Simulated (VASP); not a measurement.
Output of a VASP run:

**OSZICAR**
```
...
DAV:   3    -0.961093976808E+02    0.39416E-02   -0.48860E-02  1156   0.921E-01    0.683E-01
DAV:   4    -0.961065876839E+02    0.28100E-02   -0.83241E-03  1144   0.370E-01    0.286E-01
DAV:   5    -0.961065328825E+02    0.54801E-04   -0.14604E-03  1128   0.201E-01    0.229E-01
DAV:   6    -0.961064253605E+02    0.10752E-03   -0.99601E-04  1136   0.142E-01    0.151E-01
DAV:   7    -0.961065762663E+02   -0.15091E-03   -0.10419E-03  1132   0.136E-01    0.103E-01
DAV:   8    -0.961065311718E+02    0.45094E-04   -0.29799E-04  1100   0.796E-02    0.408E-02
DAV:   9    -0.961065284521E+02    0.27197E-05   -0.84638E-05   812   0.426E-02
   8 F= -.96106528E+02 E0= -.96092167E+02  d E =-.218249E-02
       N       E                     dE             d eps       ncg     rms          rms(c)
DAV:   1    -0.961054090372E+02    0.11221E-02   -0.90808E-01  1000   0.286E+00    0.193E-01
DAV:   2    -0.961126611108E+02   -0.72521E-02   -0.36661E-02  1148   0.721E-01    0.863E-01
DAV:   3    -0.961082306814E+02    0.44304E-02   -0.30606E-02  1156   0.726E-01    0.436E-01
DAV:   4    -0.961072195505E+02    0.10111E-02   -0.32496E-03  1104   0.235E-01    0.209E-01
DAV:   5    -0.961072069557E+02    0.12595E-04   -0.80914E-04  1124   0.144E-01    0.167E-01
DAV:   6    -0.961071792196E+02    0.27736E-04   -0.50585E-04  1120   0.103E-01    0.107E-01
DAV:   7    -0.961072393510E+02   -0.60131E-04   -0.48937E-04  1140   0.950E-02    0.713E-02
DAV:   8    -0.961072165080E+02    0.22843E-04   -0.14204E-04  1092   0.558E-02    0.321E-02
DAV:   9    -0.961072126333E+02    0.38746E-05   -0.41870E-05   660   0.297E-02
   9 F= -.96107213E+02 E0= -.96092926E+02  d E =-.286668E-02
       N       E                     dE             d eps       ncg     rms          rms(c)
DAV:   1    -0.961068531795E+02    0.36333E-03   -0.22520E-01  1000   0.142E+00    0.981E-02
DAV:   2    -0.961091004935E+02   -0.22473E-02   -0.10662E-02  1156   0.389E-01    0.492E-01
DAV:   3    -0.961075263804E+02    0.15741E-02   -0.92096E-03  1164   0.394E-01    0.209E-01
DAV:   4    -0.961073217429E+02    0.20464E-03   -0.72944E-04  1100   0.112E-01    0.110E-01
DAV:   5    -0.961073180244E+02    0.37185E-05   -0.21540E-04  1116   0.732E-02    0.856E-02
DAV:   6    -0.961073007527E+02    0.17272E-04   -0.13423E-04   916   0.531E-02    0.553E-02
DAV:   7    -0.961073098475E+02   -0.90948E-05   -0.12702E-04   916   0.484E-02    0.365E-02
DAV:   8    -0.961073036861E+02    0.61614E-05   -0.32962E-05   628   0.280E-02
  10 F= -.96107304E+02 E0= -.96093046E+02  d E =-.295773E-02
       N       E                     dE             d eps       ncg     rms          rms(c)
DAV:   1    -0.961068450396E+02    0.46481E-03   -0.52112E-01  1000   0.229E+00    0.192E-01
DAV:   2    -0.961090731792E+02   -0.22281E-02   -0.16259E-02  1052   0.429E-01    0.443E-01
DAV:   3    -0.961078994746E+02    0.11737E-02   -0.42376E-03  1108   0.237E-01    0.158E-01
DAV:   4    -0.961091292243E+02   -0.12297E-02   -0.46312E-03  1184   0.283E-01    0.415E-01
DAV:   5    -0.961080377877E+02    0.10914E-02   -0.31475E-03  1164   0.242E-01    0.165E-01
DAV:   6    -0.961079669950E+02    0.70793E-04   -0.46742E-04  1148   0.926E-02    0.898E-02
DAV:   7    -0.961079620592E+02    0.49358E-05   -0.24110E-04  1144   0.658E-02    0.469E-02
DAV:   8    -0.961079471910E+02    0.14868E-04   -0.59873E-05   796   0.396E-02    0.193E-02
DAV:   9    -0.961079512123E+02   -0.40214E-05   -0.14146E-05   528   0.147E-02
  11 F= -.96107951E+02 E0= -.96093630E+02  d E =-.647526E-03
```

File OUTCAR:
```
------------------------ aborting loop because EDIFF is reached ----------------------------------------
  FORCE on cell =-STRESS in cart. coord.  units (eV):
  Direction    XX          YY          ZZ          XY          YZ          ZX
  --------------------------------------------------------------------------------------
  Total      -16.7082460    -16.7082477     -0.8659190     -0.0000017      0.0000000      0.0000000
  in kB      -46.6900347    -46.6900395     -2.4197505     -0.0000049      0.0000000      0.0000000
  external PRESSURE =     -31.9332749 kB  Pullay stress =       0.0000000 kB
  volume of cell :      573.35
      direct lattice vectors                 reciprocal lattice vectors
     5.609793805  0.000000000  0.000000000     0.178259671 -0.102918283  0.000000000
     2.804897409  4.858224195  0.000000000     0.000000000  0.205836528  0.000000000
     0.000000000  0.000000000 21.037435366     0.000000000  0.000000000  0.047534311
 POSITION                                       TOTAL-FORCE (eV/Angst)
 -----------------------------------------------------------------------------------
      0.00000      0.00000      7.07360         0.000000     -0.000000     -0.007622
      2.80490      0.00581      7.06681        -0.000000     -0.008148     -0.014773
      1.40748      2.42621      7.06681        -0.007056      0.004074     -0.014773
      4.20231      2.42621      7.06681         0.007056      0.004074     -0.014773
      1.40364      0.81039      9.38717         0.000342      0.000198     -0.013992
      4.20616      0.81039      9.38717        -0.000342      0.000198     -0.013992
      2.80490      3.23745      9.38717        -0.000000     -0.000395     -0.013992
      5.60980      3.23882      9.37404         0.000000     -0.000000      0.009822
      5.60979      1.60546     11.65630         0.000000      0.004882      0.014874
      2.80489      1.61941     11.64505         0.000000     -0.000000     -0.003443
      7.02432      4.05549     11.65630        -0.004228     -0.002441      0.014874
      4.19527      4.05549     11.65630         0.004228     -0.002441      0.014874
      0.00000      0.00000     14.04068         0.000000     -0.000000      0.019547
      5.60979      4.85271     13.91202         0.000000      0.018007      0.012011
      7.00747      2.43187     13.91202         0.015595     -0.009004      0.012011
      4.21212      2.43187     13.91202        -0.015595     -0.009004      0.012011
      0.00000      0.00000     16.00623         0.000000     -0.000000     -0.012666
 -----------------------------------------------------------------------------------
    total drift:                                0.000130      0.000075     -0.004076
  FREE ENERGIE OF THE ION-ELECTRON SYSTEM (eV)
  ---------------------------------------------------
  free  energy   TOTEN  =       -96.1079512123 eV

  energy  without entropy=      -96.0649888194  energy(sigma->0) =      -96.09363041

 reached required accuracy - stopping structural energy minimisation
```
(Selected blocks of OUTCAR.)

POSCAR:
```
Pt16F
1
    5.6097938052     0.0000000000     0.0000000000
    2.8048974085     4.8582241948     0.0000000000
    0.0000000000     0.0000000000    21.0374353658
Pt F
16 1
Direct
  0.0000000000   0.0000000000   0.3367060000
  0.5000000000   0.0000000000   0.3367060000
  0.0000000000   0.5000000000   0.3367060000
  0.5000000000   0.5000000000   0.3367060000
  0.1666670000   0.1666670000   0.4455690000
  0.6666670000   0.1666670000   0.4455690000
  0.1666670000   0.6666670000   0.4455690000
  0.6666670000   0.6666670000   0.4455690000
 -0.1666670000   0.3333330000   0.5544310000
  0.3333330000   0.3333330000   0.5544310000
 -0.1666670000   0.8333330000   0.5544310000
  0.3333330000   0.8333330000   0.5544310000
  0.0000000000   0.0000000000   0.6632940000
  0.5000000000   0.0000000000   0.6632940000
  0.0000000000   0.5000000000   0.6632940000
  0.5000000000   0.5000000000   0.6632940000
  0.0000000000   0.0000000000   0.7561290000
```

### Question
Reconstruct the remaining input files.

### Answer
Several could match; the one computed here: the input of the run itself, PBE GGA, plane waves, VASP's PBE PAW potentials (set 64).

INCAR:
```
SYSTEM = Pt16F
PREC = Normal
ENCUT = 400
EDIFF = 1E-5
NELM = 100
ALGO = Normal
LREAL = .FALSE.
LASPH = .TRUE.
ISMEAR = 1
SIGMA = 0.1
GGA = PE
LMAXMIX = 6
LWAVE = .TRUE.
LCHARG = .FALSE.
NELMIN = 4
LDIPOL = .TRUE.
IDIPOL = 3
DIPOL = 0.5 0.5 0.5
IBRION = 2
ISIF = 2
NSW = 50
EDIFFG = -0.03
```

KPOINTS:
```
Automatic mesh
0
Gamma
5 5 1
0 0 0
```

POTCAR, in this order: Pt F (PBE.64 set). Program: vasp_std.

At this cut-off the stress carries a Pulay error, which pulls relaxed volumes low.

The cell is a thin slab with vacuum, built from Pt (fcc): (111) face, F adsorbed.
